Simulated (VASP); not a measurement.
# MnPt: structure and properties in VASP, part 7 of 8

Wanted: the relaxed cell of MnPt and its properties. The start is a cell from a database of measured crystal structures.

VASP 6.6.1, plane waves and PAW; the level of theory is named at each step.

Still holding for the runs below: The magnetic order is the lowest of the few collinear ones that converged above; longer or canted patterns were not tried. The cell is doubled for it, so bands and modes from the zone boundary of the chemical cell fold onto Γ and the labels are those of the larger cell. The k-mesh is coarse for a metal.

So far, largest spin moment in the PAW sphere (μB): step 2 (magnetic order: ferromagnetic) 3.73; step 4 (magnetic order: antiferromagnetic, q = (1/2, 1/2, 1/2)) 3.62; step 5 (magnetic order: antiferromagnetic, q = (1/2, 1/2, 0)) 3.68; step 7 (relaxing cell and atoms (PBEsol + D3(BJ))) 3.47; step 13 (volume scan with PBEsol + D3(BJ)) 3.30.

## (14) Volume scan with PBEsol + D3(BJ) (run 2)

Level of this step: PBEsol with D3(BJ), spin-polarised from an antiferromagnetic start; plane waves and PAW (Mn_pv, Pt) (VASP).

The input, INCAR:

```
SYSTEM = MnPt
PREC = Accurate
ENCUT = 400
EDIFF = 1E-06
NELM = 100
ISMEAR = 1
SIGMA = 0.2
LREAL = .FALSE.
ALGO = Normal
GGA = PS
IVDW = 12
NBANDS = 31
ISPIN = 2
MAGMOM = 3.465 -3.465 0 0
LASPH = .TRUE.
LMAXMIX = 4
LORBIT = 11
LWAVE = .FALSE.
LCHARG = .FALSE.
KPAR = 4
ISIF = 2
```

The input, POSCAR:

```
MnPt
1.0
    5.3662227808      0.0000000000      0.0000000000
    2.6831113904      2.6831113904      0.0000000000
    0.0000000000      0.0000000000      3.6045515185
Mn Pt
2 2
Direct
    0.0000000000      0.0000000000      0.0000000000
    0.5000000000      0.0000000000      0.0000000000
    0.0000000000      0.5000000000      0.5000000000
    0.5000000000      0.5000000000      0.5000000000
```

The input, KPOINTS:

```
Automatic mesh
0
Gamma
7 7 5
0 0 0
```

Potentials, in the order of the species: Mn_pv and Pt (PBE family, release 64).

Run with:

```console
mpirun -np 4 vasp_std
```

The program printed:

```text
[... set-up lines as in an earlier step ...]
 entering main loop
       N       E                     dE             d eps       ncg     rms          rms(c)
DAV:   1     0.426538153000E+03    0.42654E+03   -0.21442E+04  3880   0.148E+03
DAV:   2    -0.145751645249E+02   -0.44111E+03   -0.41294E+03  3888   0.432E+02
DAV:   3    -0.378745804646E+02   -0.23299E+02   -0.22084E+02  4137   0.110E+02
DAV:   4    -0.382632049917E+02   -0.38862E+00   -0.38769E+00  4189   0.140E+01
DAV:   5    -0.382698301041E+02   -0.66251E-02   -0.66248E-02  4154   0.197E+00    0.280E+01
DAV:   6    -0.378015630055E+02    0.46827E+00   -0.27247E+01  3827   0.583E+01    0.233E+01
DAV:   7    -0.352953221191E+02    0.25062E+01   -0.19266E+01  4264   0.577E+01    0.130E+01
DAV:   8    -0.347581403077E+02    0.53718E+00   -0.17713E+00  4093   0.143E+01    0.572E+00
DAV:   9    -0.347836682763E+02   -0.25528E-01   -0.30656E-01  4183   0.519E+00    0.315E+00
DAV:  10    -0.347783619053E+02    0.53064E-02   -0.68477E-02  4254   0.245E+00    0.172E+00
DAV:  11    -0.347821111115E+02   -0.37492E-02   -0.10714E-02  3958   0.966E-01    0.430E-01
DAV:  12    -0.347825808224E+02   -0.46971E-03   -0.14619E-03  4147   0.298E-01    0.205E-01
DAV:  13    -0.347825522531E+02    0.28569E-04   -0.28666E-04  4459   0.196E-01    0.100E-01
DAV:  14    -0.347825598522E+02   -0.75991E-05   -0.18586E-04  4487   0.156E-01    0.232E-02
DAV:  15    -0.347825633581E+02   -0.35059E-05   -0.22452E-05  3944   0.412E-02    0.591E-03
DAV:  16    -0.347825632676E+02    0.90442E-07   -0.31907E-07  2168   0.426E-03
   1 F= -.36966186E+02 E0= -.36970004E+02  d E =0.114532E-01  mag=    -0.0000
```

Wall time 13 s (4 MPI ranks of Intel Xeon 6975P-C (Granite Rapids), shared host); peak memory 0.87 GiB.

Parts of OUTCAR (step 14):

```text
   ENCUT  =  400.0 eV  29.40 Ry    5.42 a.u.   8.75  6.19  5.88*2*pi/ulx,y,z

   NELECT =      46.0000    total number of electrons

 E-fermi :  11.8151

 spin component 1
 k-point     1 :       0.0000    0.0000    0.0000
  band No.  band energies     occupation
    ...
     17       9.9202      1.00000
     18      10.2141      1.00000
     19      11.1371      1.00001
     20      11.5292      1.03065
     21      11.5292      1.03065
     22      12.0307     -0.03146
     23      12.8692     -0.00000
     24      12.8693     -0.00000
     25      13.0479     -0.00000
     26      13.1627     -0.00000
    ...

 k-point     2 :       0.1429    0.0000    0.0000
  band No.  band energies     occupation
    ...
     19      10.7159      1.00000
     20      10.8128      1.00000
     21      10.8812      1.00000
     22      11.5276      1.03034
     23      11.7573      0.73357
     24      12.6206     -0.00000
     25      13.0829     -0.00000
     26      13.1217     -0.00000
     27      13.1843     -0.00000
     28      13.8701     -0.00000
    ...

 Edisp (eV)   -2.18362

  Total       3.20915     3.20915     3.52393     0.00000    -0.00000     0.00000
  in kB      99.06983    99.06983   108.78754     0.00000    -0.00000     0.00000
  external pressure =      102.31 kB  Pullay stress =        0.00 kB

 POSITION                                       TOTAL-FORCE (eV/Angst)
 -----------------------------------------------------------------------------------
      0.00000      0.00000      0.00000        -0.000000     -0.000000     -0.000000
      2.68311      0.00000      0.00000         0.000000      0.000000     -0.000000
      1.34156      1.34156      1.80228         0.000000     -0.000000      0.000000
      4.02467      1.34156      1.80228        -0.000000     -0.000000     -0.000000
 -----------------------------------------------------------------------------------
    total drift:                                0.000000      0.000000     -0.000000

  FREE ENERGIE OF THE ION-ELECTRON SYSTEM (eV)
  ---------------------------------------------------
  free  energy   TOTEN  =       -36.9661861648 eV

  energy  without entropy=      -36.9776393827  energy(sigma->0) =      -36.97000390

 magnetization (x)
# of ion       s       p       d       tot
------------------------------------------
    1        0.026   0.056   3.276   3.358
    2       -0.026  -0.056  -3.276  -3.358
    3        0.000   0.000   0.000   0.000
    4        0.000   0.000   0.000   0.000
--------------------------------------------------
tot          0.000   0.000   0.000   0.000

[... 4 parts as in an earlier step ...]

[... 12 further parts left out ...]
```

Numbers from this step:

* free energy (TOTEN): -36.97 eV
* energy at zero smearing: -36.97 eV
* Fermi energy: 11.82 eV
* pressure: 10.23 GPa

Spin moment in the PAW sphere by atom:

```csv
atom,spin moment in the PAW sphere (μB)
Mn1,3.36
Mn2,-3.36
Pt3,0.00
Pt4,0.00
```

The pressure falls from 16.31 to 10.23 GPa.

The run ends at a pressure of 10.23 GPa.

## (15) Volume scan with PBEsol + D3(BJ) (run 3)

INCAR is that of step 14.

The input, POSCAR:

```
MnPt
1.0
    5.4032323833      0.0000000000      0.0000000000
    2.7016161916      2.7016161916      0.0000000000
    0.0000000000      0.0000000000      3.6294112801
Mn Pt
2 2
Direct
    0.0000000000      0.0000000000      0.0000000000
    0.5000000000      0.0000000000      0.0000000000
    0.0000000000      0.5000000000      0.5000000000
    0.5000000000      0.5000000000      0.5000000000
```

KPOINTS is that of step 14.

Run with:

```console
mpirun -np 4 vasp_std
```

The program printed:

```text
[... set-up lines as in an earlier step ...]
 entering main loop
       N       E                     dE             d eps       ncg     rms          rms(c)
DAV:   1     0.422518971909E+03    0.42252E+03   -0.21498E+04  3920   0.148E+03
DAV:   2    -0.148736161411E+02   -0.43739E+03   -0.40796E+03  3909   0.430E+02
DAV:   3    -0.380165895672E+02   -0.23143E+02   -0.21911E+02  4114   0.109E+02
DAV:   4    -0.384023785262E+02   -0.38579E+00   -0.38497E+00  4169   0.140E+01
[...]
DAV:  14    -0.348830690869E+02   -0.14687E-04   -0.18523E-04  4469   0.146E-01    0.261E-02
DAV:  15    -0.348830701962E+02   -0.11093E-05   -0.20700E-05  3839   0.448E-02    0.599E-03
DAV:  16    -0.348830701945E+02    0.17444E-08   -0.64143E-07  2112   0.538E-03
   1 F= -.37021756E+02 E0= -.37025283E+02  d E =0.105830E-01  mag=    -0.0000
```

Run time: 13 s. Hardware: 4 MPI ranks; peak memory 0.87 GiB.

From OUTCAR (step 15):

```text
 Edisp (eV)   -2.13869

  Total       1.53838     1.53838     1.70758    -0.00000    -0.00000     0.00000
  in kB      46.52225    46.52225    51.63910    -0.00000    -0.00000     0.00000
  external pressure =       48.23 kB  Pullay stress =        0.00 kB

 POSITION                                       TOTAL-FORCE (eV/Angst)
 -----------------------------------------------------------------------------------
      0.00000      0.00000      0.00000        -0.000000     -0.000000     -0.000000
      2.70162      0.00000      0.00000        -0.000000     -0.000000      0.000000
      1.35081      1.35081      1.81471        -0.000000      0.000000     -0.000000
      4.05242      1.35081      1.81471         0.000000     -0.000000     -0.000000
 -----------------------------------------------------------------------------------
    total drift:                                0.000000      0.000000     -0.000000

  FREE ENERGIE OF THE ION-ELECTRON SYSTEM (eV)
  ---------------------------------------------------
  free  energy   TOTEN  =       -37.0217555145 eV

  energy  without entropy=      -37.0323385327  energy(sigma->0) =      -37.02528319

 magnetization (x)
# of ion       s       p       d       tot
------------------------------------------
    1        0.027   0.056   3.330   3.413
    2       -0.027  -0.056  -3.330  -3.413
    3        0.000   0.000   0.000   0.000
    4        0.000   0.000   0.000   0.000
--------------------------------------------------
tot          0.000   0.000   0.000   0.000

[... 1 part as in an earlier step ...]

[... 2 further parts left out ...]
[key lines of the parts left out:]
E-fermi :  11.4887
```

Spin moment in the PAW sphere by atom:

```csv
atom,spin moment in the PAW sphere (μB)
Mn1,3.41
Mn2,-3.41
Pt3,0.00
Pt4,0.00
```

The pressure falls from 10.23 to 4.82 GPa.

The run ends at a pressure of 4.82 GPa.

## (16) Volume scan with PBEsol + D3(BJ) (run 4)

INCAR is that of step 15.

The input, POSCAR:

```
MnPt
1.0
    5.4397418177      0.0000000000      0.0000000000
    2.7198709088      2.7198709088      0.0000000000
    0.0000000000      0.0000000000      3.6539350732
Mn Pt
2 2
Direct
    0.0000000000      0.0000000000      0.0000000000
    0.5000000000      0.0000000000      0.0000000000
    0.0000000000      0.5000000000      0.5000000000
    0.5000000000      0.5000000000      0.5000000000
```

KPOINTS is that of step 15.

Run with:

```console
mpirun -np 4 vasp_std
```

The program printed:

```text
[... set-up lines as in an earlier step ...]
 entering main loop
       N       E                     dE             d eps       ncg     rms          rms(c)
DAV:   1     0.418743921104E+03    0.41874E+03   -0.21552E+04  3936   0.147E+03
DAV:   2    -0.157177799074E+02   -0.43446E+03   -0.40579E+03  3923   0.427E+02
DAV:   3    -0.381378504919E+02   -0.22420E+02   -0.21331E+02  4145   0.108E+02
DAV:   4    -0.385011498937E+02   -0.36330E+00   -0.36228E+00  4147   0.136E+01
[...]
DAV:  14    -0.349471870402E+02   -0.17524E-04   -0.15917E-04  4382   0.128E-01    0.270E-02
DAV:  15    -0.349471860972E+02    0.94299E-06   -0.18345E-05  3804   0.431E-02    0.570E-03
DAV:  16    -0.349471860790E+02    0.18202E-07   -0.76661E-07  2014   0.611E-03
   1 F= -.37042720E+02 E0= -.37045963E+02  d E =0.973101E-02  mag=    -0.0000
```

Run time: 13 s. Hardware: 4 MPI ranks; peak memory 0.86 GiB; 48 s of CPU time.

Parts of OUTCAR (step 16):

```text
 Edisp (eV)   -2.09553

  Total       0.00277     0.00277     0.02984    -0.00000     0.00000     0.00000
  in kB       0.08215     0.08215     0.88422    -0.00000     0.00000     0.00000
  external pressure =        0.35 kB  Pullay stress =        0.00 kB

 POSITION                                       TOTAL-FORCE (eV/Angst)
 -----------------------------------------------------------------------------------
      0.00000      0.00000      0.00000        -0.000000      0.000000     -0.000000
      2.71987      0.00000      0.00000         0.000000     -0.000000      0.000000
      1.35994      1.35994      1.82697         0.000000     -0.000000     -0.000000
      4.07981      1.35994      1.82697        -0.000000      0.000000     -0.000000
 -----------------------------------------------------------------------------------
    total drift:                                0.000000      0.000000     -0.000000

  FREE ENERGIE OF THE ION-ELECTRON SYSTEM (eV)
  ---------------------------------------------------
  free  energy   TOTEN  =       -37.0427196617 eV

  energy  without entropy=      -37.0524506711  energy(sigma->0) =      -37.04596333

 magnetization (x)
# of ion       s       p       d       tot
------------------------------------------
    1        0.027   0.055   3.383   3.465
    2       -0.027  -0.055  -3.383  -3.465
    3        0.000   0.000   0.000   0.000
    4        0.000   0.000   0.000   0.000
--------------------------------------------------
tot         -0.000   0.000   0.000  -0.000

[... 2 parts as in an earlier step ...]

[... 1 further part left out ...]
[key lines of the parts left out:]
E-fermi :  11.1688
```

Spin moment in the PAW sphere by atom:

```csv
atom,spin moment in the PAW sphere (μB)
Mn1,3.46
Mn2,-3.46
Pt3,0.00
Pt4,0.00
```

The pressure falls from 4.82 to 0.03 GPa.

The run ends at a pressure of 0.03 GPa.

## (17) Volume scan with PBEsol + D3(BJ) (run 5)

INCAR is that of step 16.

The input, POSCAR:

```
MnPt
1.0
    5.4757676478      0.0000000000      0.0000000000
    2.7378838239      2.7378838239      0.0000000000
    0.0000000000      0.0000000000      3.6781340239
Mn Pt
2 2
Direct
    0.0000000000      0.0000000000      0.0000000000
    0.5000000000      0.0000000000      0.0000000000
    0.0000000000      0.5000000000      0.5000000000
    0.5000000000      0.5000000000      0.5000000000
```

KPOINTS is that of step 16.

Run with:

```console
mpirun -np 4 vasp_std
```

The program printed:

```text
[... set-up lines as in an earlier step ...]
 entering main loop
       N       E                     dE             d eps       ncg     rms          rms(c)
DAV:   1     0.412525364265E+03    0.41253E+03   -0.21483E+04  3984   0.147E+03
DAV:   2    -0.157775627143E+02   -0.42830E+03   -0.40094E+03  3937   0.423E+02
DAV:   3    -0.381709332172E+02   -0.22393E+02   -0.21208E+02  4189   0.106E+02
DAV:   4    -0.385640995198E+02   -0.39317E+00   -0.39230E+00  4126   0.138E+01
[...]
DAV:  14    -0.349796504666E+02   -0.17928E-04   -0.13263E-04  4306   0.107E-01    0.253E-02
DAV:  15    -0.349796480355E+02    0.24311E-05   -0.16477E-05  3818   0.391E-02    0.542E-03
DAV:  16    -0.349796479981E+02    0.37468E-07   -0.78613E-07  2021   0.685E-03
   1 F= -.37033711E+02 E0= -.37036647E+02  d E =0.880628E-02  mag=    -0.0000
```

The job ended after 13 s (4 MPI ranks; peak memory 0.87 GiB; 48 s of CPU time).

From OUTCAR (step 17):

```text
 Edisp (eV)   -2.05406

  Total      -1.41236    -1.41236    -1.51912     0.00000     0.00000    -0.00000
  in kB     -41.03633   -41.03633   -44.13814     0.00000     0.00000    -0.00000
  external pressure =      -42.07 kB  Pullay stress =        0.00 kB

 POSITION                                       TOTAL-FORCE (eV/Angst)
 -----------------------------------------------------------------------------------
      0.00000      0.00000      0.00000         0.000000      0.000000      0.000000
      2.73788      0.00000      0.00000         0.000000      0.000000     -0.000000
      1.36894      1.36894      1.83907        -0.000000     -0.000000      0.000000
      4.10683      1.36894      1.83907        -0.000000      0.000000      0.000000
 -----------------------------------------------------------------------------------
    total drift:                                0.000000      0.000000     -0.000000

  FREE ENERGIE OF THE ION-ELECTRON SYSTEM (eV)
  ---------------------------------------------------
  free  energy   TOTEN  =       -37.0337111830 eV

  energy  without entropy=      -37.0425174588  energy(sigma->0) =      -37.03664661

 magnetization (x)
# of ion       s       p       d       tot
------------------------------------------
    1        0.027   0.055   3.431   3.514
    2       -0.027  -0.055  -3.431  -3.514
    3        0.000   0.000   0.000   0.000
    4        0.000   0.000   0.000   0.000
--------------------------------------------------
tot          0.000   0.000   0.000   0.000

[... 1 part as in an earlier step ...]

[... 2 further parts left out ...]
[key lines of the parts left out:]
E-fermi :  10.8563
```

The pressure falls from 0.03 to -4.21 GPa.

The run ends at a pressure of -4.21 GPa.

## (18) Volume scan with PBEsol + D3(BJ) (run 6)

INCAR is that of step 17.

The input, POSCAR:

```
MnPt
1.0
    5.5113255770      0.0000000000      0.0000000000
    2.7556627884      2.7556627884      0.0000000000
    0.0000000000      0.0000000000      3.7020186804
Mn Pt
2 2
Direct
    0.0000000000      0.0000000000      0.0000000000
    0.5000000000      0.0000000000      0.0000000000
    0.0000000000      0.5000000000      0.5000000000
    0.5000000000      0.5000000000      0.5000000000
```

KPOINTS is that of step 17.

Run with:

```console
mpirun -np 4 vasp_std
```

The program printed:

```text
[... set-up lines as in an earlier step ...]
 entering main loop
       N       E                     dE             d eps       ncg     rms          rms(c)
DAV:   1     0.412699792060E+03    0.41270E+03   -0.21573E+04  3944   0.146E+03
DAV:   2    -0.157335900336E+02   -0.42843E+03   -0.40023E+03  3965   0.422E+02
DAV:   3    -0.382024801661E+02   -0.22469E+02   -0.21284E+02  4208   0.107E+02
DAV:   4    -0.385932538099E+02   -0.39077E+00   -0.38984E+00  4084   0.139E+01
[...]
DAV:  14    -0.349828967709E+02   -0.16899E-04   -0.11154E-04  4188   0.887E-02    0.241E-02
DAV:  15    -0.349828933246E+02    0.34463E-05   -0.15462E-05  3839   0.356E-02    0.565E-03
DAV:  16    -0.349828932369E+02    0.87739E-07   -0.96937E-07  2028   0.739E-03
   1 F= -.36997069E+02 E0= -.36999631E+02  d E =0.768553E-02  mag=     0.0000
```

Wall time 13 s (4 MPI ranks); peak memory 0.87 GiB; 48 s of CPU time.

OUTCAR, selected parts (step 18):

```text
 Edisp (eV)   -2.01418

  Total      -2.72549    -2.72549    -2.95427     0.00000    -0.00000    -0.00000
  in kB     -77.66658   -77.66658   -84.18608     0.00000    -0.00000    -0.00000
  external pressure =      -79.84 kB  Pullay stress =        0.00 kB

 POSITION                                       TOTAL-FORCE (eV/Angst)
 -----------------------------------------------------------------------------------
      0.00000      0.00000      0.00000        -0.000000     -0.000000     -0.000000
      2.75566      0.00000      0.00000        -0.000000     -0.000000      0.000000
      1.37783      1.37783      1.85101         0.000000      0.000000     -0.000000
      4.13349      1.37783      1.85101         0.000000      0.000000     -0.000000
 -----------------------------------------------------------------------------------
    total drift:                                0.000000      0.000000     -0.000000

  FREE ENERGIE OF THE ION-ELECTRON SYSTEM (eV)
  ---------------------------------------------------
  free  energy   TOTEN  =       -36.9970692848 eV

  energy  without entropy=      -37.0047548191  energy(sigma->0) =      -36.99963113

 magnetization (x)
# of ion       s       p       d       tot
------------------------------------------
    1        0.028   0.054   3.477   3.559
    2       -0.028  -0.054  -3.477  -3.559
    3        0.000   0.000   0.000   0.000
    4        0.000   0.000   0.000   0.000
--------------------------------------------------
tot          0.000   0.000   0.000   0.000

[... 1 part as in an earlier step ...]

[... 2 further parts left out ...]
[key lines of the parts left out:]
E-fermi :  10.5525
```

Spin moment in the PAW sphere by atom:

```csv
atom,spin moment in the PAW sphere (μB)
Mn1,3.56
Mn2,-3.56
Pt3,0.00
Pt4,0.00
```

The pressure falls from -4.21 to -7.98 GPa.

The run ends at a pressure of -7.98 GPa.

[end of part 7 of 8]

[Lines on the potential files, build, host, timing and source positions are cut from VASP's logs without a mark.]

[Logs are printed without paths, hosts, clocks, repeated set-up lines and the standing remarks that a program may print on its own settings, such as how far it seeks lower states.]

[Hosts, paths, dates, database ids (printed as entryN), source tags and the programs' standing remarks are cut or masked in the printed files.]

[A measured line is paired with the nearest computed mode of its activity, which favours agreement.]
